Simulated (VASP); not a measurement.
Consider the following.

```xyz
3
Lattice="0.0000 3.1515 3.1515 3.1515 0.0000 3.1515 3.1515 3.1515 0.0000" Properties=species:S:1:pos:R:3 pbc="T T T"
Sr     0.0000     0.0000     0.0000
Cl     1.5758     1.5758     1.5758
Cl     4.7273     4.7273     4.7273
```

The numbers are results of PBEsol GGA, VASP's PBE PAW potentials (set 64) (plane waves; VASP), not measurements. Numerical set-up: 500 eV cut-off, 6×6×6 Γ-centred mesh, Gaussian smearing of 0.050 eV, potentials Sr_sv Cl.

Energy and stress use the plane-wave basis of the starting cell.

The ions, cell shape and volume at an external pressure of 30.0 GPa are relaxed. Give the cell that the relaxation ends in.

```xyz
3
Lattice="0.0000 3.0732 3.0732 3.0732 0.0000 3.0732 3.0732 3.0732 0.0000" Properties=species:S:1:pos:R:3 pbc="T T T"
Sr     6.1464     6.1464     6.1464
Cl     1.5366     1.5366     1.5366
Cl     4.6098     4.6098     4.6098
```
Space group Fm-3m (225), at a tolerance of 0.03 Å.

How do energy and volume change from the first to the last step?

The energy (σ→0) changes by +233.5 meV/atom and the volume by -7.3 %, in 4 ionic steps.

The compound is SrCl2 in the fluorite structure. This run relaxes it under an external pressure of 30 GPa. Symmetry was kept, so distortions that lower it aren't found.
